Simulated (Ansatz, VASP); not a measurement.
## ZnRe in VASP and in Ansatz

```
CELL_PARAMETERS angstrom
2.74822 0.00000 0.00000
-1.37411 2.38003 0.00000
0.00000 0.00000 4.67383
ATOMIC_POSITIONS crystal
Re 0.33333 0.66667 0.50000
Zn 0.00000 0.00000 0.00000
```

The cell comes from a database or a generator and needn't be the stable form of this composition.

Alike in both runs: functional PBE; k mesh 9 × 9 × 5; occupations fermi-dirac, width 0.05 eV; no spin polarisation.

```csv
,VASP,Ansatz
version,VASP 6.6.1,Ansatz 0.2.0
potentials or method,"VASP PAW PBE potentials, release 64 (Re, Zn)",Ansatz PAW
plane-wave cutoff (eV),520,420
valence electrons in the cell,19,27
task,single point,band structure
```

VASP gave:

| Quantity | Value |
| --- | --- |
| gap on the k mesh at the Fermi level (eV) | none |
| pressure (GPa) | -7.9 |
| largest component of the traceless stress (GPa) | 4.69 |

Which values does Ansatz return?

gap on the k mesh at the Fermi level (eV): none; pressure (GPa): -7.7; largest component of the traceless stress (GPa): 4.96.

A gap of «none» marks a metal or a gap that the smearing closes. The two sets of potentials don't hold the same shells in valence.

Caveats: spin-orbit coupling is left out, which moves the levels of the heavy elements (Ansatz). Spin-orbit coupling is left out, which matters for the levels of Re.
